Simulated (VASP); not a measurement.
These are r2SCAN meta-GGA, VASP's PBE PAW potentials (set 64) (plane waves; VASP) values and carry that method's errors.

The input files of a VASP run:

File POSCAR:
```
NiC
1
   -0.0000000000     2.0211651216     2.0211651216
    2.0211651216    -0.0000000000     2.0211651216
    2.0211651216     2.0211651216     0.0000000000
Ni C
1 1
Direct
  0.0000000000   0.0000000000   0.0000000000
  0.5000000000   0.5000000000   0.5000000000
```

INCAR:
```
SYSTEM = NiC
PREC = Accurate
ENCUT = 520
EDIFF = 1E-6
NELM = 100
ALGO = Normal
LREAL = .FALSE.
LASPH = .TRUE.
ISMEAR = 1
SIGMA = 0.1
METAGGA = R2SCAN
LMIXTAU = .TRUE.
LMAXMIX = 4
LWAVE = .FALSE.
LCHARG = .FALSE.
IBRION = 2
ISIF = 3
NSW = 60
EDIFFG = -0.01
```

**KPOINTS**
```
Automatic mesh
0
Gamma
14 14 14
```

POTCAR, in this order: Ni C (PBE.64 set). Program: vasp_std.

The run wrote:

OUTCAR:
```
 ion  position               nearest neighbor table
   1  0.000  0.000  0.000-   2 2.02   2 2.02   2 2.02   2 2.02   2 2.02   2 2.02
   2  0.500  0.500  0.500-   1 2.02   1 2.02   1 2.02   1 2.02   1 2.02   1 2.02
  LATTYP: Found a face centered cubic cell.
 ALAT       =     4.0423302432
 Subroutine PRICEL returns:
 Original cell was already a primitive cell.
 Subroutine GETGRP returns: Found 48 space group operations
The static configuration has the point symmetry O_h .
The dynamic configuration has the point symmetry O_h .
 Subroutine INISYM returns: Found 48 space group operations
 Subroutine IBZKPT returns following result:
 Found    104 irreducible k-points:

 Following reciprocal coordinates:
            Coordinates               Weight
  0.000000  0.000000  0.000000      1.000000
  0.071429  0.000000  0.000000      8.000000
  0.142857  0.000000  0.000000      8.000000
  0.214286  0.000000  0.000000      8.000000
  0.285714  0.000000  0.000000      8.000000
  0.357143  0.000000  0.000000      8.000000
  0.428571  0.000000  0.000000      8.000000
  0.500000  0.000000  0.000000      4.000000
  0.071429  0.071429  0.000000      6.000000
  0.142857  0.071429  0.000000     24.000000
  0.214286  0.071429  0.000000     24.000000
  0.285714  0.071429  0.000000     24.000000
  0.357143  0.071429  0.000000     24.000000
  0.428571  0.071429  0.000000     24.000000
  0.500000  0.071429  0.000000     24.000000
 -0.428571  0.071429  0.000000     24.000000
 -0.357143  0.071429  0.000000     24.000000
 -0.285714  0.071429  0.000000     24.000000
 -0.214286  0.071429  0.000000     24.000000
 -0.142857  0.071429  0.000000     24.000000
 -0.071429  0.071429  0.000000     12.000000
  0.142857  0.142857  0.000000      6.000000
  0.214286  0.142857  0.000000     24.000000
  0.285714  0.142857  0.000000     24.000000
  0.357143  0.142857  0.000000     24.000000
  0.428571  0.142857  0.000000     24.000000
  0.500000  0.142857  0.000000     24.000000
 -0.428571  0.142857  0.000000     24.000000
 -0.357143  0.142857  0.000000     24.000000
 -0.285714  0.142857  0.000000     24.000000
 -0.214286  0.142857  0.000000     24.000000
 -0.142857  0.142857  0.000000     12.000000
  0.214286  0.214286  0.000000      6.000000
  0.285714  0.214286  0.000000     24.000000
  0.357143  0.214286  0.000000     24.000000
  0.428571  0.214286  0.000000     24.000000
  0.500000  0.214286  0.000000     24.000000
 -0.428571  0.214286  0.000000     24.000000
 -0.357143  0.214286  0.000000     24.000000
 -0.285714  0.214286  0.000000     24.000000
   k-points           NKPTS =    104   k-points in BZ     NKDIM =    104   number of bands    NBANDS=     11
   number of dos      NEDOS =    301   number of ions     NIONS =      2
   total plane-waves  NPLWV =  13824
   dimension x,y,z NGX =    24 NGY =   24 NGZ =   24
   dimension x,y,z NGXF=    48 NGYF=   48 NGZF=   48
   ions per type =               1   1
   PREC   = accura    normal or accurate (medium, high low for compatibility)
   ISTART =      0    job   : 0-new  1-cont  2-samecut
   ICHARG =      2    charge: 1-file 2-atom 10-const
   ISPIN  =      1    spin polarized calculation?
   LNONCOLLINEAR =      F non collinear calculations
   LSORBIT =      F    spin-orbit coupling
   INIWAV =      1    electr: 0-lowe 1-rand  2-diag
   ENCUT  =  520.0 eV  38.22 Ry    6.18 a.u.   5.31  5.31  5.31*2*pi/ulx,y,z
   NELM   =    100;   NELMIN=  2; NELMDL= -5     # of ELM steps
   EDIFF  = 0.1E-05   stopping-criterion for ELM
   LREAL  =      F    real-space projection
   NLSPLINE    = F    spline interpolate recip. space projectors
   LMAXMIX     =    4 max onsite mixed and CHGCAR
...
```

File OSZICAR:
```
       N       E                     dE             d eps       ncg     rms          rms(c)
DAV:   1     0.462609992403E+02    0.46261E+02   -0.72156E+03  2368   0.167E+03
DAV:   2    -0.219978814402E+02   -0.68259E+02   -0.63136E+02  2339   0.257E+02
DAV:   3    -0.255412944259E+02   -0.35434E+01   -0.34134E+01  2594   0.647E+01
DAV:   4    -0.256016510384E+02   -0.60357E-01   -0.60222E-01  2615   0.859E+00
DAV:   5    -0.256028480701E+02   -0.11970E-02   -0.11969E-02  2637   0.128E+00    0.217E+01
DAV:   6    -0.274060084737E+02   -0.18032E+01   -0.10872E+02  2450   0.205E+02    0.309E+01
DAV:   7    -0.197569878180E+02    0.76490E+01   -0.27581E+01  2588   0.122E+02    0.360E+00
DAV:   8    -0.198286665620E+02   -0.71679E-01   -0.12448E+00  2748   0.178E+01    0.243E+00
DAV:   9    -0.198073695138E+02    0.21297E-01   -0.21011E-01  2799   0.929E+00    0.779E-01
DAV:  10    -0.198210173708E+02   -0.13648E-01   -0.28784E-02  2327   0.260E+00    0.212E-01
DAV:  11    -0.198216504244E+02   -0.63305E-03   -0.11173E-03  2729   0.368E-01    0.209E-01
DAV:  12    -0.198238404495E+02   -0.21900E-02   -0.94255E-04  2805   0.401E-01    0.219E-01
DAV:  13    -0.198248727170E+02   -0.10323E-02   -0.88670E-03  2572   0.914E-01    0.277E-01
DAV:  14    -0.198267793935E+02   -0.19067E-02   -0.19714E-03  2556   0.499E-01    0.277E-01
DAV:  15    -0.198255564423E+02    0.12230E-02   -0.36377E-03  2875   0.562E-01    0.402E-02
DAV:  16    -0.198255429786E+02    0.13464E-04   -0.22802E-04  2494   0.183E-01    0.250E-02
DAV:  17    -0.198255816377E+02   -0.38659E-04   -0.12372E-04  2591   0.159E-01    0.367E-02
DAV:  18    -0.198255646589E+02    0.16979E-04   -0.20460E-05  2707   0.453E-02    0.137E-02
DAV:  19    -0.198255655826E+02   -0.92364E-06   -0.84009E-06  2597   0.337E-02
   1 F= -.19825566E+02 E0= -.19825540E+02  d E =-.198256E+02
```

**OUTCAR**
```
------------------------ aborting loop because EDIFF is reached ----------------------------------------
  FORCE on cell =-STRESS in cart. coord.  units (eV):
  Direction    XX          YY          ZZ          XY          YZ          ZX
  --------------------------------------------------------------------------------------
  Total        0.0054392      0.0054392      0.0054392     -0.0000000     -0.0000000     -0.0000000
  in kB        0.5277326      0.5277326      0.5277326     -0.0000000     -0.0000000     -0.0000000
  external PRESSURE =       0.5277326 kB  Pullay stress =       0.0000000 kB
  volume of cell :       16.51
      direct lattice vectors                 reciprocal lattice vectors
     0.000000000  2.021165122  2.021165122    -0.247382064  0.247382064  0.247382064
     2.021165122  0.000000000  2.021165122     0.247382064 -0.247382064  0.247382064
     2.021165122  2.021165122  0.000000000     0.247382064  0.247382064 -0.247382064
 POSITION                                       TOTAL-FORCE (eV/Angst)
 -----------------------------------------------------------------------------------
      0.00000      0.00000      0.00000         0.000000     -0.000000      0.000000
      2.02117      2.02117      2.02117        -0.000000      0.000000     -0.000000
 -----------------------------------------------------------------------------------
    total drift:                                0.000000     -0.000000     -0.000000
  FREE ENERGIE OF THE ION-ELECTRON SYSTEM (eV)
  ---------------------------------------------------
  free  energy   TOTEN  =       -19.8255655826 eV

  energy  without entropy=      -19.8254884796  energy(sigma->0) =      -19.82553988

 reached required accuracy - stopping structural energy minimisation
```
(Selected blocks of OUTCAR.)

The structure was generated: NiC was put into the rock salt type (Fm-3m), which need not be its known phase. It was relaxed first, which changed the volume by -18 %. The start is the result of an earlier pass. The run is not spin-polarised, so no magnetic state was tried.
